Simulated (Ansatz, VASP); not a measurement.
One calculation of Sc3PIr4, two programs

```
Sc P Ir
1.0
     3.23713    0.00000    0.00000
     0.00000    3.23713    0.00000
     0.00000    0.00000   12.24400
Sc P Ir
3 1 4
Cartesian
  0.0000 0.0000 2.9412
  0.0000 0.0000 6.1220
  0.0000 0.0000 9.3028
  0.0000 0.0000 0.0000
  1.6186 1.6186 1.3780
  1.6186 1.6186 4.5290
  1.6186 1.6186 7.7150
  1.6186 1.6186 10.8660
```

Change from the starting cell: species swapped into the Ca4Cd3Au type (P4/mmm, No. 123).

Alike in both runs: functional PBE; k mesh 5 × 5 × 2; occupations gaussian, width 0.2 eV; no spin polarisation.

Ansatz relaxed the structure, and its values are those at the end. VASP's run is a single point on that final structure, the one shown.

```csv
,VASP,Ansatz
version,VASP 6.6.1,Ansatz 0.2.0
potentials or method,"VASP PAW PBE potentials, release 64 (Sc_sv, P, Ir)","scalar-relativistic, plane waves, PAW"
plane-wave cutoff (eV),520,420
valence electrons in the cell,74,106
```

```tsv
	VASP	Ansatz	Ansatz less VASP
gap on the k mesh at the Fermi level (eV)	none	none	-
pressure (GPa)	0.4	0.0	-0.31
rms of the force components (eV/Å)	0.026	0.027	+0.0004
```

A gap of «none» marks a metal or a gap that the smearing closes. The two sets of potentials don't hold the same shells in valence.

Caveats: the k mesh is coarse (spacing up to 0.39 Å⁻¹), so the values aren't converged. Spin-orbit coupling is left out, which matters for the levels of Ir.
